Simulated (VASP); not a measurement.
Calculation: PW91 GGA, VASP's PBE PAW potentials (set 64) (plane waves; VASP 6.6.1).

Input for VASP

### KPOINTS
```
Automatic
0
G
7 7 7
```

### INCAR
```
SYSTEM = CdSe
PREC = Accurate; ENCUT = 520; LREAL = F
LASPH = T
EDIFF = 1E-7; NELM = 100; ALGO = Normal
LMAXMIX = 4
ISMEAR = 0; SIGMA = 0.05
GGA = 91
ISIF = 2
LWAVE = F; LCHARG = F
```

### POSCAR
```
CdSe
4.4290920
  0.0000000000   0.7071067843   0.7071067843
  0.7071067843   0.0000000000   0.7071067843
  0.7071067843   0.7071067843   0.0000000000
Cd Se
1 1
Direct
  0.0000000000   0.0000000000   0.0000000000
  0.2500000000   0.2500000000   0.2500000000
```

POTCAR, in this order: Cd Se (PBE.64 set). Program: vasp_std.

The resulting files:

File OUTCAR:
```
 ion  position               nearest neighbor table
   1  0.000  0.000  0.000-   2 2.71   2 2.71   2 2.71   2 2.71
   2  0.250  0.250  0.250-   1 2.71   1 2.71   1 2.71   1 2.71
  LATTYP: Found a face centered cubic cell.
 ALAT       =     6.2636820034
 Subroutine PRICEL returns:
 Original cell was already a primitive cell.
 Subroutine GETGRP returns: Found 24 space group operations
The static configuration has the point symmetry T_d .
The dynamic configuration has the point symmetry T_d .
 Subroutine INISYM returns: Found 24 space group operations
 Subroutine IBZKPT returns following result:
 Found     20 irreducible k-points:

 Following reciprocal coordinates:
            Coordinates               Weight
  0.000000  0.000000  0.000000      1.000000
  0.142857  0.000000  0.000000      8.000000
  0.285714  0.000000  0.000000      8.000000
  0.428571  0.000000  0.000000      8.000000
  0.142857  0.142857  0.000000      6.000000
  0.285714  0.142857  0.000000     24.000000
  0.428571  0.142857  0.000000     24.000000
 -0.428571  0.142857  0.000000     24.000000
 -0.285714  0.142857  0.000000     24.000000
 -0.142857  0.142857  0.000000     12.000000
  0.285714  0.285714  0.000000      6.000000
  0.428571  0.285714  0.000000     24.000000
 -0.428571  0.285714  0.000000     24.000000
 -0.285714  0.285714  0.000000     12.000000
  0.428571  0.428571  0.000000      6.000000
 -0.428571  0.428571  0.000000     12.000000
  0.428571  0.285714  0.142857     24.000000
 -0.428571  0.285714  0.142857     48.000000
 -0.428571  0.428571  0.142857     24.000000
 -0.285714  0.428571  0.142857     24.000000
   k-points           NKPTS =     20   k-points in BZ     NKDIM =     20   number of bands    NBANDS=     13
   number of dos      NEDOS =    301   number of ions     NIONS =      2
   total plane-waves  NPLWV =  46656
   dimension x,y,z NGX =    36 NGY =   36 NGZ =   36
...
```

### OSZICAR
```
       N       E                     dE             d eps       ncg     rms          rms(c)
DAV:   1     0.110254777972E+03    0.11025E+03   -0.88311E+03   520   0.123E+03
DAV:   2    -0.887925385365E+00   -0.11114E+03   -0.10589E+03   605   0.288E+02
DAV:   3    -0.592765185352E+01   -0.50397E+01   -0.50282E+01   620   0.634E+01
DAV:   4    -0.595532813782E+01   -0.27676E-01   -0.27674E-01   570   0.479E+00
DAV:   5    -0.595551787225E+01   -0.18973E-03   -0.18973E-03   605   0.350E-01    0.522E+00
DAV:   6    -0.556073307710E+01    0.39478E+00   -0.78461E-01   667   0.112E+01    0.424E+00
DAV:   7    -0.554149821259E+01    0.19235E-01   -0.14906E-01   560   0.294E+00    0.199E+00
DAV:   8    -0.554186850290E+01   -0.37029E-03   -0.13020E-02   540   0.165E+00    0.220E-01
DAV:   9    -0.554199999877E+01   -0.13150E-03   -0.18933E-03   605   0.608E-01    0.489E-02
DAV:  10    -0.554207984011E+01   -0.79841E-04   -0.21678E-04   550   0.204E-01    0.468E-02
DAV:  11    -0.554213043998E+01   -0.50600E-04   -0.91455E-05   535   0.737E-02    0.166E-02
DAV:  12    -0.554212865510E+01    0.17849E-05   -0.68819E-06   580   0.349E-02    0.470E-03
DAV:  13    -0.554212958908E+01   -0.93398E-06   -0.26698E-06   535   0.999E-03    0.359E-03
DAV:  14    -0.554212955324E+01    0.35838E-07   -0.97608E-08   440   0.228E-03
   1 F= -.55421296E+01 E0= -.55421296E+01  d E =-.169761E-10
```

File OUTCAR:
```
------------------------ aborting loop because EDIFF is reached ----------------------------------------
  FORCE on cell =-STRESS in cart. coord.  units (eV):
  Direction    XX          YY          ZZ          XY          YZ          ZX
  --------------------------------------------------------------------------------------
  Total       -0.4717510     -0.4717510     -0.4717510      0.0000000     -0.0000000      0.0000000
  in kB      -12.3025265    -12.3025265    -12.3025265      0.0000000     -0.0000000      0.0000000
  external PRESSURE =     -12.3025265 kB  Pullay stress =       0.0000000 kB
  volume of cell :       61.44
      direct lattice vectors                 reciprocal lattice vectors
     0.000000000  3.131841002  3.131841002    -0.159650506  0.159650506  0.159650506
     3.131841002  0.000000000  3.131841002     0.159650506 -0.159650506  0.159650506
     3.131841002  3.131841002  0.000000000     0.159650506  0.159650506 -0.159650506
  FREE ENERGIE OF THE ION-ELECTRON SYSTEM (eV)
  ---------------------------------------------------
  free  energy   TOTEN  =        -5.5421295532 eV

  energy  without entropy=       -5.5421295532  energy(sigma->0) =       -5.54212955
```
(Selected blocks of OUTCAR.)

The compound is CdSe in the zinc blende structure, whereas wurtzite is the usual form. This cell is one point of a volume scan, at 1.03 of the reference volume.
